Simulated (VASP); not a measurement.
# Hf: convergence with the plane-wave cutoff and SCF solver, part 2 of 3

Aim: find what the plane-wave cutoff and SCF solver change for Hf, and what they cost. The series runs use r2SCAN. This is not the structure that Hf takes at ambient conditions. The start is a cell from a database of measured crystal structures.

VASP 6.6.1; r2SCAN; plane waves and PAW (Hf_pv).

Still holding for the runs below: The k-mesh is coarse for a metal.

So far. Step 7 (Plane-wave cutoff: ENCUT = 290): Against the run before the energy moves by +0.02 meV an atom and the pressure by +0.31 GPa, after 12 cycles in 23 s.

## 8. Plane-wave cutoff: ENCUT = 350

The input, INCAR:

```
SYSTEM = Hf
PREC = Accurate
ENCUT = 350
EDIFF = 1E-06
NELM = 100
ISMEAR = -1
SIGMA = 0.05
LREAL = .FALSE.
ALGO = Normal
METAGGA = R2SCAN
LASPH = .TRUE.
NBANDS = 11
LORBIT = 11
LWAVE = .FALSE.
LCHARG = .FALSE.
KPAR = 2
ISIF = 2
```

The input, POSCAR:

```
Hf
1.0
   -1.8050000000      1.8050000000      1.8050000000
    1.8050000000     -1.8050000000      1.8050000000
    1.8050000000      1.8050000000     -1.8050000000
Hf
1
Direct
    0.0000000000      0.0000000000      0.0000000000
```

The input, KPOINTS:

```
Automatic mesh
0
Gamma
9 9 9
0 0 0
```

The projector-augmented-wave data sets are Hf_pv (PBE family, release 64).

Command:

```
$ mpirun -np 2 vasp_std
```

Log:

```text
[... set-up lines as in an earlier step ...]
 entering main loop
       N       E                     dE             d eps       ncg     rms          rms(c)
DAV:   1    -0.285762850025E+02   -0.28576E+02   -0.48004E+03   794   0.642E+02
DAV:   2    -0.474781055561E+02   -0.18902E+02   -0.18311E+02   960   0.129E+02
DAV:   3    -0.478203586862E+02   -0.34225E+00   -0.34056E+00   947   0.130E+01
DAV:   4    -0.478218710869E+02   -0.15124E-02   -0.15123E-02   885   0.106E+00
[...]
DAV:  10    -0.449157929088E+02    0.42080E-05   -0.39604E-04   866   0.146E-01    0.267E-01
DAV:  11    -0.449157753978E+02    0.17511E-04   -0.13310E-04   884   0.828E-02    0.108E-02
DAV:  12    -0.449157747434E+02    0.65437E-06   -0.14639E-06   889   0.985E-03
   1 F= -.44915775E+02 E0= -.44906253E+02  d E =-.190438E-01
```

It took 17 s on 2 MPI ranks of AMD EPYC 7R43, shared host; peak memory 0.18 GiB.

Parts of OUTCAR (step 8):

```text
  Total       -0.7971722     -0.7971722     -0.7971722     -0.0000000      0.0000000     -0.0000000
  in kB      -54.2964078    -54.2964078    -54.2964078     -0.0000000      0.0000000     -0.0000000
  external PRESSURE =     -54.2964078 kB  Pullay stress =       0.0000000 kB

 POSITION                                       TOTAL-FORCE (eV/Angst)
 -----------------------------------------------------------------------------------
      0.00000      0.00000      0.00000        -0.000000      0.000000      0.000000
 -----------------------------------------------------------------------------------
    total drift:                                0.000000     -0.000000      0.000000

  FREE ENERGIE OF THE ION-ELECTRON SYSTEM (eV)
  ---------------------------------------------------
  free  energy   TOTEN  =       -44.9157747434 eV

  energy  without entropy=      -44.8967309641  energy(sigma->0) =      -44.90625285

[... 1 part as in an earlier step ...]

[... 2 further parts left out ...]
[key lines of the parts left out:]
E-fermi :   4.1522
```

Against the run before the energy moves by +1.08 meV an atom and the pressure by +0.16 GPa, after 12 cycles in 17 s.

## 9. Plane-wave cutoff: ENCUT = 440

INCAR: that of step 8 with these lines changed.

```diff
@@ -2,3 +2,3 @@
 PREC = Accurate
-ENCUT = 350
+ENCUT = 440
 EDIFF = 1E-06
```

POSCAR is that of step 8.

KPOINTS is that of step 8.

Command:

```
$ mpirun -np 2 vasp_std
```

Log:

```text
[... set-up lines as in an earlier step ...]
 entering main loop
       N       E                     dE             d eps       ncg     rms          rms(c)
DAV:   1    -0.256018667396E+02   -0.25602E+02   -0.53848E+03   794   0.756E+02
DAV:   2    -0.474208736435E+02   -0.21819E+02   -0.21226E+02  1011   0.148E+02
DAV:   3    -0.478201626538E+02   -0.39929E+00   -0.39654E+00   951   0.146E+01
DAV:   4    -0.478220739534E+02   -0.19113E-02   -0.19104E-02   920   0.122E+00
[...]
DAV:  10    -0.449164635436E+02    0.27313E-04   -0.45681E-04   860   0.156E-01    0.310E-01
DAV:  11    -0.449164560836E+02    0.74600E-05   -0.15864E-04   887   0.922E-02    0.113E-02
DAV:  12    -0.449164567531E+02   -0.66959E-06   -0.18353E-06   917   0.108E-02
   1 F= -.44916457E+02 E0= -.44906952E+02  d E =-.190102E-01
```

Elapsed: 25 s, on 2 MPI ranks; peak memory 0.21 GiB; 48 s of CPU time.

From OUTCAR (step 9):

```text
  Total       -0.7912683     -0.7912683     -0.7912683      0.0000000      0.0000000     -0.0000000
  in kB      -53.8942877    -53.8942877    -53.8942877      0.0000000      0.0000000     -0.0000000
  external PRESSURE =     -53.8942877 kB  Pullay stress =       0.0000000 kB

 POSITION                                       TOTAL-FORCE (eV/Angst)
 -----------------------------------------------------------------------------------
      0.00000      0.00000      0.00000         0.000000      0.000000      0.000000
 -----------------------------------------------------------------------------------
    total drift:                               -0.000000      0.000000      0.000000

  FREE ENERGIE OF THE ION-ELECTRON SYSTEM (eV)
  ---------------------------------------------------
  free  energy   TOTEN  =       -44.9164567531 eV

  energy  without entropy=      -44.8974465937  energy(sigma->0) =      -44.90695167

[... 1 part as in an earlier step ...]

[... 2 further parts left out ...]
[key lines of the parts left out:]
E-fermi :   4.1511
```

Against the run before the energy moves by -0.70 meV an atom and the pressure by +0.04 GPa, after 12 cycles in 25 s.

## 10. The plane-wave cutoff series as a table

This step: convergence of r2SCAN results with the cutoff; plane waves and PAW (VASP 6.6.1).

Derived from the runs above.

Differences are taken from the run with ENCUT = 440. Results of the series, by row:

```tsv
setting	status	energy less the reference (meV/atom)	pressure (GPa)	SCF cycles	wall time (s)
ENCUT = 130	converged	597.5	-83.85	13	15.4
ENCUT = 170	converged	139.5	-19.81	12	10.6
ENCUT = 200	converged	43.75	-8.793	14	12.4
ENCUT = 220	converged	15.5	-6.741	15	13.8
ENCUT = 250	converged	-0.4054	-5.904	15	14.4
ENCUT = 290	converged	-0.3839	-5.594	12	23
ENCUT = 350	converged	0.6988	-5.43	12	16.6
ENCUT = 440	converged	0	-5.389	12	25
```

## 11. SCF solver: ALGO = Normal

This step: r2SCAN; plane waves and PAW (Hf_pv) (VASP 6.6.1).

All solvers should reach one answer; they differ in cycles and robustness.

INCAR: that of step 9 with these lines changed.

```diff
@@ -2,3 +2,3 @@
 PREC = Accurate
-ENCUT = 440
+ENCUT = 400
 EDIFF = 1E-06
```

POSCAR is that of step 9.

KPOINTS is that of step 9.

Command:

```
$ mpirun -np 2 vasp_std
```

Log:

```text
[... set-up lines as in an earlier step ...]
 entering main loop
       N       E                     dE             d eps       ncg     rms          rms(c)
DAV:   1    -0.262141476264E+02   -0.26214E+02   -0.49877E+03   786   0.702E+02
DAV:   2    -0.473423732442E+02   -0.21128E+02   -0.20457E+02   954   0.142E+02
DAV:   3    -0.478192744079E+02   -0.47690E+00   -0.45731E+00   933   0.153E+01
DAV:   4    -0.478218915228E+02   -0.26171E-02   -0.26167E-02   904   0.133E+00
DAV:   5    -0.478219169485E+02   -0.25426E-04   -0.25425E-04   986   0.967E-02    0.490E+01
DAV:   6    -0.449399155398E+02    0.28820E+01   -0.51751E-01   809   0.625E+00    0.288E+01
DAV:   7    -0.449177036865E+02    0.22212E-01   -0.35983E-01   890   0.480E+00    0.157E+00
DAV:   8    -0.449164182115E+02    0.12855E-02   -0.11615E-02   945   0.919E-01    0.553E-01
DAV:   9    -0.449163582806E+02    0.59931E-04   -0.36067E-03   878   0.419E-01    0.218E-01
DAV:  10    -0.449163290914E+02    0.29189E-04   -0.35947E-04   866   0.139E-01    0.309E-01
DAV:  11    -0.449163308420E+02   -0.17506E-05   -0.12079E-04   887   0.811E-02    0.145E-02
DAV:  12    -0.449163313671E+02   -0.52510E-06   -0.14680E-06   875   0.934E-03
   1 F= -.44916331E+02 E0= -.44906818E+02  d E =-.190265E-01
```

Wall time 20 s (2 MPI ranks); peak memory 0.18 GiB; 38 s of CPU time.

From OUTCAR (step 11):

```text
   ENCUT  =  400.0 eV  29.40 Ry    5.42 a.u.   5.10  5.10  5.10*2*pi/ulx,y,z

   NELECT =      10.0000    total number of electrons

 E-fermi :   4.1514

 k-point     1 :       0.0000    0.0000    0.0000
  band No.  band energies     occupation
      1     -27.0761      2.00000
      2     -27.0761      2.00000
      3     -27.0761      2.00000
      4      -3.0977      2.00000
      5       5.8409      0.00000
      6       5.8409      0.00000
      7       5.8410      0.00000
      8       8.5230      0.00000
      9       8.5230      0.00000
    ...

  Total       -0.7956782     -0.7956782     -0.7956782      0.0000000      0.0000000      0.0000000
  in kB      -54.1946531    -54.1946531    -54.1946531      0.0000000      0.0000000      0.0000000
  external PRESSURE =     -54.1946531 kB  Pullay stress =       0.0000000 kB

 POSITION                                       TOTAL-FORCE (eV/Angst)
 -----------------------------------------------------------------------------------
      0.00000      0.00000      0.00000         0.000000      0.000000     -0.000000
 -----------------------------------------------------------------------------------
    total drift:                                0.000000     -0.000000      0.000000

  FREE ENERGIE OF THE ION-ELECTRON SYSTEM (eV)
  ---------------------------------------------------
  free  energy   TOTEN  =       -44.9163313671 eV

  energy  without entropy=      -44.8973048975  energy(sigma->0) =      -44.90681813

[... 5 parts as in an earlier step ...]

[... 11 further parts left out ...]
```

Numbers from this step:

```yaml
pressure: -5.419 GPa
```

The series starts at -44.9068 eV an atom and -5.42 GPa, after 12 cycles in 20 s.

## 12. SCF solver: ALGO = Fast

INCAR: that of step 11 with these lines changed.

```diff
@@ -8,3 +8,3 @@
 LREAL = .FALSE.
-ALGO = Normal
+ALGO = Fast
 METAGGA = R2SCAN
```

POSCAR is that of step 11.

KPOINTS is that of step 11.

Command:

```
$ mpirun -np 2 vasp_std
```

Log:

```text
[... set-up lines as in an earlier step ...]
 entering main loop
       N       E                     dE             d eps       ncg     rms          rms(c)
[... 5 cycles as in an earlier step ...]
RMM:   6    -0.449369665401E+02    0.28850E+01   -0.43759E-01   778   0.560E+00    0.293E+01
RMM:   7    -0.449190039301E+02    0.17963E-01   -0.47653E-01   809   0.521E+00    0.128E+00
RMM:   8    -0.449164594246E+02    0.25445E-02   -0.31218E-02   890   0.169E+00    0.119E+00
RMM:   9    -0.449164486119E+02    0.10813E-04   -0.74138E-03   921   0.523E-01    0.587E-01
RMM:  10    -0.449163144273E+02    0.13418E-03   -0.27751E-03   884   0.393E-01    0.254E-01
RMM:  11    -0.449163316983E+02   -0.17271E-04   -0.60913E-04  1013   0.118E-01    0.189E-01
RMM:  12    -0.449163281344E+02    0.35638E-05   -0.99182E-05   940   0.608E-02    0.707E-02
RMM:  13    -0.449163313764E+02   -0.32420E-05   -0.12032E-05   902   0.194E-02    0.469E-02
RMM:  14    -0.449163314768E+02   -0.10035E-06   -0.18210E-06   784   0.588E-03
   1 F= -.44916331E+02 E0= -.44906814E+02  d E =-.190340E-01
```

Elapsed: 37 s, on 2 MPI ranks; peak memory 0.18 GiB; 72 s of CPU time.

OUTCAR, selected parts (step 12):

```text
  Total       -0.7892226     -0.7892226     -0.7892226      0.0000000     -0.0000000     -0.0000000
  in kB      -53.7549526    -53.7549526    -53.7549526      0.0000000     -0.0000000     -0.0000000
  external PRESSURE =     -53.7549526 kB  Pullay stress =       0.0000000 kB

 POSITION                                       TOTAL-FORCE (eV/Angst)
 -----------------------------------------------------------------------------------
      0.00000      0.00000      0.00000         0.000000      0.000000      0.000000
 -----------------------------------------------------------------------------------
    total drift:                                0.000000     -0.000000     -0.000000

  FREE ENERGIE OF THE ION-ELECTRON SYSTEM (eV)
  ---------------------------------------------------
  free  energy   TOTEN  =       -44.9163314768 eV

  energy  without entropy=      -44.8972974637  energy(sigma->0) =      -44.90681447

[... 2 parts as in an earlier step ...]

[... 1 further part left out ...]
[key lines of the parts left out:]
E-fermi :   4.1512
```

Against the first of the series the energy stays within 0.01 meV an atom; the pressure moves by +0.04 GPa, after 14 cycles in 37 s.

## 13. SCF solver: ALGO = VeryFast

INCAR: that of step 12 with these lines changed.

```diff
@@ -8,3 +8,3 @@
 LREAL = .FALSE.
-ALGO = Fast
+ALGO = VeryFast
 METAGGA = R2SCAN
```

POSCAR is that of step 12.

KPOINTS is that of step 12.

Command:

```
$ mpirun -np 2 vasp_std
```

Log:

```text
[... set-up lines as in an earlier step ...]
 entering main loop
       N       E                     dE             d eps       ncg     rms          rms(c)
RMM:   1    -0.110208619160E+02   -0.11021E+02   -0.33779E+03   385   0.574E+02
RMM:   2    -0.491948045184E+02   -0.38174E+02   -0.59338E+02   385   0.146E+02
RMM:   3    -0.455885428975E+02    0.36063E+01   -0.79990E+01   385   0.613E+01
RMM:   4    -0.473015223828E+02   -0.17130E+01   -0.10369E+01   385   0.231E+01
[...]
RMM:  18    -0.449163263211E+02   -0.21161E-04   -0.50852E-05  1035   0.700E-02    0.360E-02
RMM:  19    -0.449163309547E+02   -0.46336E-05   -0.18959E-05   996   0.403E-02    0.197E-02
RMM:  20    -0.449163311005E+02   -0.14577E-06   -0.19307E-06   776   0.112E-02
   1 F= -.44916331E+02 E0= -.44906817E+02  d E =-.190281E-01
```

The job ended after 54 s (2 MPI ranks; peak memory 0.18 GiB).

Parts of OUTCAR (step 13):

```text
  Total       -0.7937951     -0.7937951     -0.7937951      0.0000000     -0.0000000      0.0000000
  in kB      -54.0663895    -54.0663895    -54.0663895      0.0000000     -0.0000000      0.0000000
  external PRESSURE =     -54.0663895 kB  Pullay stress =       0.0000000 kB

 POSITION                                       TOTAL-FORCE (eV/Angst)
 -----------------------------------------------------------------------------------
      0.00000      0.00000      0.00000         0.000000     -0.000000      0.000000
 -----------------------------------------------------------------------------------
    total drift:                                0.000000     -0.000000     -0.000000

  FREE ENERGIE OF THE ION-ELECTRON SYSTEM (eV)
  ---------------------------------------------------
  free  energy   TOTEN  =       -44.9163311005 eV

  energy  without entropy=      -44.8973029741  energy(sigma->0) =      -44.90681704

[... 2 parts as in an earlier step ...]

[... 1 further part left out ...]
[key lines of the parts left out:]
E-fermi :   4.1513
```

Against the first of the series the energy stays within 0.01 meV an atom; the pressure moves by +0.01 GPa, after 20 cycles in 54 s.

## 14. SCF solver: ALGO = All

INCAR: that of step 13 with these lines changed.

```diff
@@ -8,3 +8,3 @@
 LREAL = .FALSE.
-ALGO = VeryFast
+ALGO = All
 METAGGA = R2SCAN
```

POSCAR is that of step 13.

KPOINTS is that of step 13.

Command:

```
$ mpirun -np 2 vasp_std
```

Log:

```text
[... set-up lines as in an earlier step ...]
 entering main loop
       N       E                     dE             d eps       ncg     rms           ort
DAV:   1    -0.262141476264E+02   -0.26214E+02   -0.52824E+03   385   0.764E+02
DAV:   2    -0.473423732442E+02   -0.21128E+02   -0.20457E+02   385   0.142E+02
DAV:   3    -0.478192744079E+02   -0.47690E+00   -0.45731E+00   385   0.153E+01
DAV:   4    -0.478218915228E+02   -0.26171E-02   -0.26167E-02   385   0.133E+00
DAV:   5    -0.478219169485E+02   -0.25426E-04   -0.25425E-04   385   0.967E-02
SDA:   6    -0.447008586311E+02    0.31211E+01   -0.25425E-04   385   0.620E+00   0.000E+00
 gam= 0.000 g(H,U,f)=  0.539E+00 0.790E-01 0.187E-02 ort(H,U,f) = 0.000E+00 0.000E+00 0.000E+00
 gam= 0.000 trial= 0.400  step=  0.5764 mean=  0.4000
CGA:   7    -0.448794142556E+02   -0.17856E+00   -0.17866E+00   385   0.890E-01  -0.881E-03
 gam= 0.144 g(H,U,f)=  0.727E-01 0.162E-01 0.596E-04 ort(H,U,f) =-0.360E-01 0.348E-01 0.311E-03
 gam= 0.144 trial= 0.418  step=  0.6635 mean=  0.4176
[...]
gam= 0.264 trial= 0.486  step=  0.6763 mean=  0.4864
CGA:  11    -0.449162360065E+02   -0.42374E-03   -0.42361E-03   385   0.234E-03   0.121E-05
 gam= 0.188 g(H,U,f)=  0.223E-03 0.913E-05 0.252E-05 ort(H,U,f) =-0.742E-04 0.693E-04 0.610E-05
 gam= 0.188 trial= 0.505  step=  0.6632 mean=  0.5054
CGA:  12    -0.449163139290E+02   -0.77923E-04   -0.77737E-04   385   0.382E-04   0.240E-05
 gam= 0.163 g(H,U,f)=  0.359E-04 0.136E-05 0.918E-06 ort(H,U,f) =-0.175E-05 0.199E-05 0.216E-05
 gam= 0.163 trial= 0.521  step=  0.6755 mean=  0.5212
CGA:  13    -0.449163272330E+02   -0.13304E-04   -0.13027E-04   385   0.679E-05   0.360E-05
 gam= 0.178 g(H,U,f)=  0.585E-05 0.652E-06 0.292E-06 ort(H,U,f) = 0.234E-05 0.549E-06 0.709E-06
 gam= 0.178 trial= 0.537  step=  0.6784 mean=  0.5366
SDA:  14    -0.449163298756E+02   -0.26425E-05   -0.25209E-05   385   0.201E-05   0.171E-05
 gam= 0.000 g(H,U,f)=  0.171E-05 0.225E-06 0.773E-07 ort(H,U,f) = 0.108E-05 0.412E-06 0.214E-06
 gam= 0.000 trial= 0.551  step=  0.9173 mean=  0.5508
CGA:  15    -0.449163308117E+02   -0.93610E-06   -0.92353E-06   385   0.740E-06   0.708E-07
 gam= 0.368 g(H,U,f)=  0.661E-06 0.580E-07 0.214E-07 ort(H,U,f) =-0.837E-07 0.114E-06 0.406E-07
 gam= 0.368 trial= 0.587  step=  0.6031 mean=  0.5874
 final diagonalization occupied
   1 F= -.44916331E+02 E0= -.44906813E+02  d E =-.190352E-01
```

Wall time 40 s (2 MPI ranks); peak memory 0.18 GiB; 78 s of CPU time.

Parts of OUTCAR (step 14):

```text
  Total       -0.7914749     -0.7914749     -0.7914749      0.0000000     -0.0000000      0.0000000
  in kB      -53.9083570    -53.9083570    -53.9083570      0.0000000     -0.0000000      0.0000000
  external PRESSURE =     -53.9083570 kB  Pullay stress =       0.0000000 kB

  FREE ENERGIE OF THE ION-ELECTRON SYSTEM (eV)
  ---------------------------------------------------
  free  energy   TOTEN  =       -44.9163308117 eV

  energy  without entropy=      -44.8972955621  energy(sigma->0) =      -44.90681319

[... 3 parts as in an earlier step ...]

[... 1 further part left out ...]
[key lines of the parts left out:]
E-fermi :   4.1511
```

Against the first of the series the energy stays within 0.01 meV an atom; the pressure moves by +0.03 GPa, after 15 cycles in 40 s.

## 15. SCF solver: ALGO = Damped

INCAR: that of step 14 with these lines changed.

```diff
@@ -8,3 +8,3 @@
 LREAL = .FALSE.
-ALGO = All
+ALGO = Damped
 METAGGA = R2SCAN
```

POSCAR is that of step 14.

KPOINTS is that of step 14.

Command:

```
$ mpirun -np 2 vasp_std
```

Log:

```text
[... set-up lines as in an earlier step ...]
 entering main loop
       N       E                     dE             d eps       ncg     rms           ort
DAV:   1    -0.185372366471E+02   -0.18537E+02   -0.50416E+03   385   0.764E+02
DAV:   2    -0.462214710793E+02   -0.27684E+02   -0.26657E+02   385   0.166E+02
DAV:   3    -0.476941019559E+02   -0.14726E+01   -0.13567E+01   385   0.275E+01
DAV:   4    -0.478060839833E+02   -0.11198E+00   -0.10935E+00   385   0.616E+00
[...]
DMP:  18    -0.449163291275E+02   -0.22402E-05   -0.15727E-05   385   0.313E-05   0.211E-05
DMP:  19    -0.449163301718E+02   -0.10443E-05   -0.61577E-06   385   0.119E-05   0.904E-06
DMP:  20    -0.449163306661E+02   -0.49430E-06   -0.24365E-06   385   0.461E-06   0.389E-06
 final diagonalization occupied
   1 F= -.44916331E+02 E0= -.44906816E+02  d E =-.190286E-01
```

It took 43 s on 2 MPI ranks; peak memory 0.18 GiB; 84 s of CPU time.

From OUTCAR (step 15):

```text
  Total       -0.7909691     -0.7909691     -0.7909691      0.0000000      0.0000000      0.0000000
  in kB      -53.8739079    -53.8739079    -53.8739079      0.0000000      0.0000000      0.0000000
  external PRESSURE =     -53.8739079 kB  Pullay stress =       0.0000000 kB

 POSITION                                       TOTAL-FORCE (eV/Angst)
 -----------------------------------------------------------------------------------
      0.00000      0.00000      0.00000        -0.000000      0.000000     -0.000000
 -----------------------------------------------------------------------------------
    total drift:                               -0.000000     -0.000000      0.000000

  FREE ENERGIE OF THE ION-ELECTRON SYSTEM (eV)
  ---------------------------------------------------
  free  energy   TOTEN  =       -44.9163306661 eV

  energy  without entropy=      -44.8973020955  energy(sigma->0) =      -44.90681638

[... 2 parts as in an earlier step ...]

[... 1 further part left out ...]
[key lines of the parts left out:]
E-fermi :   4.1513
```

Against the first of the series the energy stays within 0.01 meV an atom; the pressure moves by +0.03 GPa, after 20 cycles in 43 s.

(Part 2 of 3 ends here.)

[Lines on the potential files, build, host, timing and source positions are cut from VASP's logs without a mark.]

[Logs are printed without paths, hosts, clocks, repeated set-up lines and the standing remarks that a program may print on its own settings, such as how far it seeks lower states.]

[Hosts, paths, dates, database ids (printed as entryN), source tags and the programs' standing remarks are cut or masked in the printed files.]

[A measured line is paired with the nearest computed mode of its activity, which favours agreement.]
